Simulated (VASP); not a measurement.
CaMg, 2 atoms in the cell. It takes space group P-6m2 (No. 187, hexagonal). Conventional cell: a = 3.852 Å, b = 3.852 Å, c = 5.341 Å, α = 90.00°, β = 90.00°, γ = 120.00°. Ca (site symmetry -6m2) is surrounded by 6 Mg at 3.48 Å and 6 Ca at 3.85 Å. Mg (site symmetry -6m2) is surrounded by 6 Ca at 3.48 Å and 6 Mg at 3.85 Å. The cell comes from a database or a generator and needn't be the stable form of this composition. The cell isn't the ideal one: strain +0.050 along x and y, -0.050 along z, atoms carried along.

- Program: VASP 6.6.1
- Task: single point
- Functional: PBEsol
- Potentials or basis: VASP PAW PBE potentials, release 64 (Ca_sv, Mg)
- Cutoff: 520 eV
- k mesh: 15 × 15 × 8
- Occupations: gaussian, width 0.15 eV
- Spin: no spin polarisation
- Dipole correction: no
- Further INCAR settings: ALGO = Normal; EDIFF = 1e-06; NBANDS = 13

Potentials or basis: VASP PAW PBE potentials, release 64 (Ca_sv, Mg).

Launch:

```console
$ cat potpaw_PBE.64/Ca_sv/POTCAR potpaw_PBE.64/Mg/POTCAR > POTCAR
$ mpirun -np 1 vasp_std > vasp.out
```

Hardware: 1 thread of Intel(R) Xeon(R) 6975P-C (Granite Rapids), with other jobs on the host.

Estimate the wall time of this run.

Wall time 38 s on 1 thread of Intel(R) Xeon(R) 6975P-C (Granite Rapids), on a shared host, peak memory 0.28 GiB. Counts: scf iterations 12, k points 135.
